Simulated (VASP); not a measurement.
Consider the following.

```
ZnS
1.0
    1.90070    -3.29210     0.00000
    1.90070     3.29210     0.00000
    0.00000     0.00000     6.22874
Zn S
2 2
Direct
  0.66667   0.33333   0.50007
  0.33333   0.66667   0.00007
  0.66667   0.33333   0.87493
  0.33333   0.66667   0.37493
```

Method: r2SCAN meta-GGA, VASP's PBE PAW potentials (set 64) (plane waves; VASP 6.6.1). Settings: 480 eV cut-off, 6×6×4 Γ-centred mesh, Gaussian smearing of 0.050 eV, potentials Zn S.

Each relaxation starts from this cell; other phases were not tried.

The cell is relaxed at 5 GPa. What happens?

The volume per atom goes from 19.49 to 18.53 Å³ (-4.9 %), and the cell becomes a = 3.734 Å, b = 3.734 Å, c = 6.139 Å, α = 90.00°, β = 90.00°, γ = 120.00°, space group P6_3mc. The gap on the mesh goes from 2.82 to 3.05 eV.

The cell is relaxed at 15 GPa. What happens?

The volume per atom goes from 19.49 to 17.01 Å³ (-12.7 %), and the cell becomes a = b = 3.622 Å, c = 5.990 Å, α = β = 90.00°, γ = 120.00°, space group P6_3mc. The gap on the mesh goes from 2.82 to 3.46 eV.

Failed runs are left out, and for metals the shear rows, which the mesh's noise covers.

The compound is ZnS in the wurtzite structure, the high-temperature form.
